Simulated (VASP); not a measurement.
All values below come from PBE GGA, VASP's PBE PAW potentials (set 64) (plane waves; VASP).

Input for VASP

### POSCAR
```
Ta
1.0
 -1.6345046611   1.6345046611   1.6345046611
  1.6345046611  -1.6345046611   1.6345046611
  1.6345046611   1.6345046611  -1.6345046611
Ta
1
Cart
  0.0000000000   0.0000000000   0.0000000000
```

### KPOINTS
```
Regular mesh
0
Gamma
16 16 16
0 0 0
```

INCAR:
```
! general
SYSTEM  = Ta
PREC    = Accurate
ENCUT   = 500
LREAL   = .False.
LASPH   = .True.

! electronic loop
EDIFF   = 1E-6
NELM    = 100
ALGO    = Normal
LMAXMIX = 6

! smearing
ISMEAR  = 1
SIGMA   = 0.1

! functional
GGA     = PE

! ions
IBRION  = 2
NSW     = 40
ISIF    = 3
EDIFFG  = -0.02
PSTRESS = 200

! output
LWAVE   = .False.
LCHARG  = .False.
```

POTCAR, in this order: Ta_pv (PBE.64 set). Program: vasp_std.

Energy and stress use the plane-wave basis of the starting cell. Unless said otherwise, spin-orbit coupling is left out, though it shifts the bands of the heavy elements here.

### Question
Predict the energy per atom (σ→0), volume per atom, band gap (on the k-mesh).

### Answer

The energy per atom (σ→0) is -11.718 eV/atom and the band gap (on the k-mesh) comes out as none (metal, semimetal or under 0.01 eV). The volume per atom is 16.77 Å³/atom.

OSZICAR:
```
...
   3 F= -.96250704E+01 E0= -.96248568E+01  d E =-.225594E-01
       N       E                     dE             d eps       ncg     rms          rms(c)
DAV:   1    -0.117185583580E+02    0.36797E-02   -0.73393E-03  2660   0.127E+00    0.144E-01
DAV:   2    -0.117183824244E+02    0.17593E-03   -0.23301E-04  2660   0.199E-01    0.495E-02
DAV:   3    -0.117183435347E+02    0.38890E-04   -0.12573E-04  2692   0.141E-01    0.175E-02
DAV:   4    -0.117183454365E+02   -0.19018E-05   -0.16928E-06  2636   0.152E-02    0.177E-03
DAV:   5    -0.117183454744E+02   -0.37905E-07   -0.14072E-07  1326   0.458E-03
   4 F= -.96251317E+01 E0= -.96249233E+01  d E =-.226208E-01
```

The compound is Ta in the bcc structure. This run relaxes it under an external pressure of 20 GPa. Symmetry was kept, so distortions that lower it aren't found.
